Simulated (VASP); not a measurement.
Input:

```
CELL_PARAMETERS angstrom
      3.66767     0.00000     0.00000
     -1.83384     3.17630     0.00000
      0.00000     0.00000    16.98204
ATOMIC_POSITIONS crystal
  Pt 0.00000 0.00000 0.50000
  Se 0.33333 0.66667 0.58780
  Se 0.66667 0.33333 0.41220
```

Computed with PBE GGA, VASP's PBE PAW potentials (set 64) (plane waves; VASP 6.6.1). Run with 300 eV cut-off, 7×7×1 Γ-centred mesh, first-order Methfessel-Paxton smearing of 0.050 eV, potentials Pt Se.

At this cut-off the stress carries a Pulay error, which pulls relaxed volumes low. The cell holds a wide vacuum, so values per volume refer to the whole cell.

**Question.** Which forces act on the atoms, in eV/Å?

**Answer.** 
```csv
atom,Fx,Fy,Fz
Pt1,0.000,0.000,0.000
Se2,0.000,0.000,-1.404
Se3,0.000,0.000,1.404
```

**Question.** Give the stress tensor in GPa (positive for a compressed cell).

**Answer.** 
```
-1.16   0.00   0.00
 0.00  -1.16   0.00
 0.00   0.00  -3.45
```
The pressure is its mean diagonal, -1.92 GPa.

The cell is a sheet with vacuum, built from a generated structure.
